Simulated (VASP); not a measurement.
Input:

```
CELL_PARAMETERS angstrom
      0.00000     2.38880     2.38880
      2.38880     0.00000     2.38880
      2.38880     2.38880     0.00000
ATOMIC_POSITIONS crystal
  B  0.00000 0.00000 0.00000
  As 0.25000 0.25000 0.25000
```

Computed with PBEsol GGA, VASP's PBE PAW potentials (set 64) (plane waves; VASP 6.6.1). Settings: 520 eV cut-off, 10×10×10 Γ-centred mesh, Gaussian smearing of 0.010 eV, potentials B As.

Question: Give the electronic dielectric tensor ε∞ (DFPT, local fields included).

Answer: 
```
10.0  0.00  0.00
0.00  10.0  0.00
0.00  0.00  10.0
```

Question: Give the Born effective charges.

Answer: 
| atom | Z*xx | Z*yy | Z*zz | mean |
|---|---|---|---|---|
| B1 | -0.51 | -0.51 | -0.51 | -0.51 |
| As2 | 0.51 | 0.51 | 0.51 | 0.51 |

The compound is BAs in the zinc blende structure. It was relaxed first.
